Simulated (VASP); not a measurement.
# Lattice constant a of zinc-blende III-V compounds: SCAN against PBE

VASP (plane waves, PAW); cells keep the symmetry of their structure type. Static lattice, each level at its own minimum.

Here x stands for PBE a and y for SCAN less PBE.

| solid | PBE a (Å) | SCAN less PBE (Å) | cut-off (eV) |
|---|---|---|---|
| BN | 3.626 | -0.018 | 520 |
| AlN | 4.402 | -0.040 | 520 |
| BP | 4.547 | -0.024 | 520 |
| GaN | 4.550 | -0.050 | 520 |
| BAs | 4.817 | -0.038 | 520 |
| GaP | 5.506 | -0.061 | 520 |
| GaAs | 5.750 | -0.091 | 520 |
| InP | 5.959 | -0.066 | 520 |
| InAs | 6.190 | ? | 520 |

**Question.** Using a straight line, estimate the missing y at x = 6.190 from the other rows, showing the fit.

**Answer.** With u = x - 4.9, the rows have u = -1.2740, -0.4980, -0.3530, -0.3500, -0.0830, 0.6060, 0.8500, 1.0590. Means: u -0.0053750, y -0.0485. About the means, the sum of products is -0.11432 and the sum of squares of u is 4.3361; the slope is their ratio. Least squares gives y = -0.0486 - 0.02636·u. Residuals (row less fit): -0.0030, -0.0045, 0.0153, -0.0106, 0.0084, 0.0036, -0.0200, 0.0105; standard error 0.0127 (degrees of freedom: 6). The slope is -0.0264 with a standard error of 0.0061. At the withheld row, u = 1.2900, so y = -0.0486 - 0.02636 × 1.2900 = -0.0826 Å. The calculation gives -0.092 Å, 0.0094 Å below the prediction (12.7 % of the range of y in the table). The row lies outside the fitted rows, so this is an extrapolation. From the scatter of the fitted rows alone, a prediction at this place has a standard error of 0.0156 Å, so the miss is 0.6 times that.

AlN is here a metastable form; wurtzite is the usual one. GaN is here a metastable form; wurtzite is the usual one. The rows are a random draw from the solids of this series computed here; series whose standard error about the line passes 12 to 30 % of the range of y, or with no trend, aren't shown in this form.
